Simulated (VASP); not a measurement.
```xyz
2
Lattice="4.2828 0.0000 0.0000 0.0000 4.2828 0.0000 0.0000 0.0000 4.2828" Properties=species:S:1:pos:R:3 pbc="T T T"
Cs     0.0000     0.0000     0.0000
Au     2.1414     2.1414     2.1414
```

The numbers are results of PBEsol GGA, VASP's PBE PAW potentials (set 64) (plane waves; VASP 6.6.1), not measurements. Numerical set-up: 400 eV cut-off, 6×6×6 Γ-centred mesh, Gaussian smearing of 0.050 eV, potentials Cs_sv Au.

Energy and stress use the plane-wave basis of the starting cell.

The ions, cell shape and volume are relaxed. Predict the relaxed structure.

```xyz
2
Lattice="4.1710 0.0000 0.0000 0.0000 4.1710 0.0000 0.0000 0.0000 4.1710" Properties=species:S:1:pos:R:3 pbc="T T T"
Cs     0.0000     0.0000     0.0000
Au     2.0855     2.0855     2.0855
```
Space group Pm-3m (221), at a tolerance of 0.03 Å.

How do energy and volume change from the first to the last step?

The energy (σ→0) changes by -9.9 meV/atom and the volume by -7.6 %, in 4 ionic steps.

The structure comes from a computed database's CsAu entry (Pm-3m); how it stands against other phases isn't given here. This run relaxes it. Symmetry was kept, so distortions that lower it aren't found.
